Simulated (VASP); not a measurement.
Input of a VASP 6.6.1 run:

File INCAR:

```
SYSTEM = Cu
PREC = Accurate
ENCUT = 520
EDIFF = 1E-7
ISMEAR = 0
SIGMA = 0.3
LREAL = .FALSE.
LASPH = .TRUE.
NELM = 60
ALGO = Normal
ISIF = 2
LWAVE = .FALSE.
LCHARG = .FALSE.
GGA = PE
NBANDS = 12
```

File KPOINTS:

```
regular mesh
0
G
  20 20 20
  0 0 0
```

File POSCAR:

```
Cu                                      
1.0
    0.0000000000      1.8530812149      1.8530812149
    1.8530812149     -0.0000000000      1.8530812149
    1.8530812149      1.8530812149      0.0000000000
  Cu            
     1
Direct
     1.0000000000000000    0.0000000000000000    0.0000000000000000
```

Potentials or basis: VASP PAW PBE potentials, release 64 (Cu).

Command:

```sh
$ cat potpaw_PBE.64/Cu/POTCAR > POTCAR
$ mpirun -np 1 vasp_std > vasp.out
```

**Question.** Predict the band gap on the k mesh.

**Answer.** None (metal or under the smearing width).

**Question.** Predict the pressure.

**Answer.** -7.0 GPa.
